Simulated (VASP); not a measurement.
Given:

```
CELL_PARAMETERS angstrom
      0.00000     2.41642     2.41642
      2.41642     0.00000     2.41642
      2.41642     2.41642     0.00000
ATOMIC_POSITIONS crystal
  B  0.00000 0.00000 0.00000
  As 0.25000 0.25000 0.25000
```

Computed with revTPSS meta-GGA, VASP's PBE PAW potentials (set 64) (plane waves; VASP). Settings: 520 eV cut-off, 10×10×10 Γ-centred mesh, Gaussian smearing of 0.050 eV, potentials B As.

Question: Give the stress tensor in GPa (positive for a compressed cell).

Answer: 
```
-3.81   0.00   0.00
 0.00  -3.81   0.00
 0.00   0.00  -3.81
```
The pressure is its mean diagonal, -3.81 GPa.

The compound is BAs in the zinc blende structure. This cell is one point of a volume scan, at 1.03 of the reference volume.
